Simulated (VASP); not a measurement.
ReP2:

```
CELL_PARAMETERS angstrom
0.00000 2.77336 2.77336
2.77336 0.00000 2.77336
2.77336 2.77336 0.00000
ATOMIC_POSITIONS crystal
Re 0.00000 0.00000 0.00000
P 0.25000 0.25000 0.25000
P 0.75000 0.75000 0.75000
```

The cell comes from a database or a generator and needn't be the stable form of this composition.

The cell isn't the ideal one: cell and atoms relaxed from a first guess.

* Program: VASP 6.6.1
* Task: relaxation of cell and atoms
* Functional: PBE
* Potentials or basis: VASP PAW PBE potentials, release 64 (Re, P)
* Cutoff: 600 eV
* k mesh: 11 × 11 × 11
* Occupations: fermi-dirac, width 0.03 eV
* Spin: no spin polarisation

At the start: pressure 25.1 GPa; volume 14.22 Å³/atom.

Q: Where does the relaxation end?

A: Over 20 steps the energy falls by 114.7 meV/atom and the volume is 15.85 Å³/atom (+11.5 %); space group Fm-3m (No. 225, to 0.05 Å).

Step by step:
```tsv
step	energy change (eV)	largest force (eV/Å)	pressure (GPa)	volume (Å³)
1	0.0000	0.0000	25.13	42.66
2	0.5433	0.0000	-22.78	57.97
3	-0.3429	0.0000	-1.22	47.87
4	-0.3441	0.0000	-0.19	47.59
5	-0.3441	0.0000	0.19	47.49
6	-0.3441	0.0000	0.18	47.49
7	-0.3441	0.0000	0.20	47.49
8	-0.3441	0.0000	0.19	47.49
9	-0.3441	0.0000	0.19	47.49
10	-0.3441	0.0000	0.19	47.49
11	-0.3441	0.0000	0.19	47.49
12	-0.3441	0.0000	0.19	47.50
13	-0.3441	0.0000	0.19	47.50
14	-0.3441	0.0000	0.18	47.50
15	-0.3441	0.0000	0.18	47.50
16	-0.3441	0.0000	0.17	47.50
17	-0.3441	0.0000	0.12	47.51
18	-0.3441	0.0000	0.05	47.53
19	-0.3441	0.0000	-0.09	47.57
20	-0.3441	0.0000	-0.04	47.55
```

Final structure:
```
Re P
1.0
     0.00000    2.87541    2.87541
     2.87541    0.00000    2.87541
     2.87541    2.87541    0.00000
Re P
1 2
Direct
  0.00000 0.00000 0.00000
  0.25000 0.25000 0.25000
  0.75000 0.75000 0.75000
```
